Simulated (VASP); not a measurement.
Calculation: TPSS meta-GGA, VASP's PBE PAW potentials (set 64) (plane waves; VASP).

The input files of a VASP run:

### POSCAR
```
ZnS
1
    1.9170878310    -3.3204934831     0.0000000000
    1.9170878310     3.3204934831     0.0000000000
    0.0000000000     0.0000000000     6.2784457529
Zn S
2 2
Direct
  0.6666670000   0.3333330000   0.5001650564
  0.3333330000   0.6666670000   0.0001650564
  0.6666670000   0.3333330000   0.8748349436
  0.3333330000   0.6666670000   0.3748349436
```

### KPOINTS
```
K-points
0
gamma
8 8 4
```

INCAR:
```
SYSTEM=ZnS
PREC=Accurate; ENCUT=520; LREAL=.FALSE.
LASPH=.TRUE.
EDIFF=1E-7; NELM=100; ALGO=Normal
LMAXMIX=4; LMIXTAU=.TRUE.
ISMEAR=-5
METAGGA=TPSS
ISIF=2
LWAVE=.FALSE.; LCHARG=.FALSE.; LORBIT=11
NEDOS=601
LEFG=.TRUE.
```

### KPOINTS_OPT
```
k-points along high-symmetry lines
6
Line-mode
Reciprocal
  0.000000   0.000000   0.000000 ! GAMMA
  0.000000   0.500000   0.000000 ! M

  0.000000   0.500000   0.000000 ! M
 -0.333333   0.666667   0.000000 ! K

 -0.333333   0.666667   0.000000 ! K
  0.000000   0.000000   0.000000 ! GAMMA

  0.000000   0.000000   0.000000 ! GAMMA
  0.000000   0.000000   0.500000 ! A

  0.000000   0.000000   0.500000 ! A
  0.000000   0.500000   0.500000 ! L

  0.000000   0.500000   0.500000 ! L
 -0.333333   0.666667   0.500000 ! H

 -0.333333   0.666667   0.500000 ! H
  0.000000   0.000000   0.500000 ! A

  0.000000   0.500000   0.500000 ! L
  0.000000   0.500000   0.000000 ! M

 -0.333333   0.666667   0.500000 ! H
 -0.333333   0.666667   0.000000 ! K
```

POTCAR, in this order: Zn S (PBE.64 set). Program: vasp_std.

What VASP printed:

OSZICAR:
```
       N       E                     dE             d eps       ncg     rms          rms(c)
DAV:   1     0.204355774754E+03    0.20436E+03   -0.17542E+04  1320   0.195E+03
DAV:   2    -0.220181121793E+02   -0.22637E+03   -0.22131E+03  1386   0.385E+02
DAV:   3    -0.421494698115E+02   -0.20131E+02   -0.20058E+02  1620   0.117E+02
DAV:   4    -0.426074359312E+02   -0.45797E+00   -0.45756E+00  1530   0.187E+01
DAV:   5    -0.426159090485E+02   -0.84731E-02   -0.84719E-02  1608   0.249E+00    0.113E+01
DAV:   6    -0.404401205964E+02    0.21758E+01   -0.89697E+00  1696   0.592E+01    0.591E+00
DAV:   7    -0.396343389338E+02    0.80578E+00   -0.13713E+00  1692   0.149E+01    0.334E+00
DAV:   8    -0.391822278386E+02    0.45211E+00   -0.16897E+00  1752   0.182E+01    0.218E+00
DAV:   9    -0.396491786077E+02   -0.46695E+00   -0.53186E-01  1560   0.158E+01    0.675E-01
DAV:  10    -0.398444925527E+02   -0.19531E+00   -0.14939E-01  1362   0.370E+00    0.613E-01
DAV:  11    -0.398785842172E+02   -0.34092E-01   -0.19847E-02  1532   0.164E+00    0.508E-01
DAV:  12    -0.398576209038E+02    0.20963E-01   -0.11299E-02  1378   0.136E+00    0.306E-01
DAV:  13    -0.398762816829E+02   -0.18661E-01   -0.71299E-03  1368   0.826E-01    0.210E-01
DAV:  14    -0.398602688909E+02    0.16013E-01   -0.18575E-02  1344   0.122E+00    0.186E-01
DAV:  15    -0.398743212078E+02   -0.14052E-01   -0.39637E-03  1338   0.570E-01    0.160E-01
DAV:  16    -0.398743606990E+02   -0.39491E-04   -0.22984E-04  1644   0.109E-01    0.958E-02
DAV:  17    -0.398765481934E+02   -0.21875E-02   -0.52446E-04  1676   0.290E-01    0.267E-02
DAV:  18    -0.398766084191E+02   -0.60226E-04   -0.19854E-04  1484   0.127E-01    0.380E-02
DAV:  19    -0.398766113671E+02   -0.29480E-05   -0.12059E-05  1578   0.424E-02    0.321E-02
DAV:  20    -0.398765972870E+02    0.14080E-04   -0.65679E-06  1440   0.214E-02    0.162E-02
DAV:  21    -0.398766187986E+02   -0.21512E-04   -0.96872E-06  1410   0.297E-02    0.431E-03
DAV:  22    -0.398766187527E+02    0.45851E-07   -0.57398E-07  1616   0.119E-02
   1 F= -.39876619E+02 E0= -.39876619E+02  d E =0.000000E+00
       N       E                     dE             ncg
       N       E                     dE             ncg
```

OUTCAR:
```
------------------------ aborting loop because EDIFF is reached ----------------------------------------
  FORCE on cell =-STRESS in cart. coord.  units (eV):
  Direction    XX          YY          ZZ          XY          YZ          ZX
  --------------------------------------------------------------------------------------
  Total        0.0637756      0.0637756      0.0583906      0.0000000      0.0000000      0.0000000
  in kB        1.2783155      1.2783155      1.1703800      0.0000000      0.0000000      0.0000000
  external PRESSURE =       1.2423370 kB  Pullay stress =       0.0000000 kB
  volume of cell :       79.93
      direct lattice vectors                 reciprocal lattice vectors
     1.917087831 -3.320493483  0.000000000     0.260812255 -0.150580028  0.000000000
     1.917087831  3.320493483  0.000000000     0.260812255  0.150580028  0.000000000
     0.000000000  0.000000000  6.278445753     0.000000000  0.000000000  0.159275088
  FREE ENERGIE OF THE ION-ELECTRON SYSTEM (eV)
  ---------------------------------------------------
  free  energy   TOTEN  =       -39.8766187527 eV

  energy  without entropy=      -39.8766187527  energy(sigma->0) =      -39.87661875

 total charge

# of ion       s       p       d       tot
------------------------------------------
    1        0.501   0.464   9.837  10.802
    2        0.501   0.464   9.837  10.802
    3        1.305   2.448   0.000   3.753
    4        1.305   2.448   0.000   3.753
--------------------------------------------------
tot          3.613   5.824  19.673  29.110

 Electric field gradients after diagonalization (V/A^2)
 (convention: |V_zz| > |V_xx| > |V_yy|)
----------------------------------------------------------------------
 ion       V_xx      V_yy      V_zz     asymmetry (V_yy - V_xx)/ V_zz
----------------------------------------------------------------------
   1      -0.170    -0.164     0.334       0.018
   2      -0.170    -0.164     0.334       0.017
   3      -1.256    -1.255     2.511       0.000
   4      -1.256    -1.255     2.511       0.000
```
(Selected blocks of OUTCAR.)

The compound is ZnS in the wurtzite structure, the high-temperature form. It was relaxed first.
